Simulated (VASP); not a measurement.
OSZICAR of a VASP run on Tl (hcp):

File OSZICAR:
```
       N       E                     dE             d eps       ncg     rms          rms(c)
DAV:   1     0.107905881430E+03    0.10791E+03   -0.12639E+04  2216   0.117E+03
DAV:   2    -0.272142266341E+01   -0.11063E+03   -0.10930E+03  2322   0.258E+02
DAV:   3    -0.448630213715E+01   -0.17649E+01   -0.17212E+01  2568   0.291E+01
DAV:   4    -0.449667088461E+01   -0.10369E-01   -0.10368E-01  2459   0.233E+00
DAV:   5    -0.449679011024E+01   -0.11923E-03   -0.11923E-03  2561   0.253E-01    0.256E+00
DAV:   6    -0.448891659194E+01    0.78735E-02   -0.16697E-03  2394   0.342E-01    0.246E+00
DAV:   7    -0.445470202003E+01    0.34215E-01   -0.24388E-01  2206   0.411E+00    0.151E+00
DAV:   8    -0.445242680487E+01    0.22752E-02   -0.58689E-03  2238   0.627E-01    0.513E-01
DAV:   9    -0.445126101826E+01    0.11658E-02   -0.37815E-03  2275   0.499E-01    0.150E-02
DAV:  10    -0.445126395209E+01   -0.29338E-05   -0.32787E-05  2408   0.488E-02    0.157E-02
DAV:  11    -0.445126269639E+01    0.12557E-05   -0.22159E-06  1384   0.135E-02    0.195E-02
DAV:  12    -0.445126857064E+01   -0.58742E-05   -0.59517E-06  1750   0.207E-02    0.218E-03
DAV:  13    -0.445126857926E+01   -0.86247E-08   -0.22127E-07  1124   0.429E-03
   1 F= -.44512686E+01 E0= -.44508739E+01  d E =-.118411E-02
```

### Question
Which electronic solver shows in the log?

### Answer
It is blocked Davidson (ALGO = Normal, or the opening steps of other solvers). The INCAR had ALGO = Normal.

### Question
Can the final energy be trusted as converged?

### Answer
Self-consistency was reached. It stopped with EDIFF = 1E-6, NELM = 100 (PBE GGA, plane waves, VASP's PBE PAW potentials (set 64)).

The compound is Tl in the hcp structure. The cell was not relaxed at this level. The run is one of a series of settings (AMIX = 0.05, BMIX = 1.0, IMIX = 4 against the base run), some of them coarse on purpose.
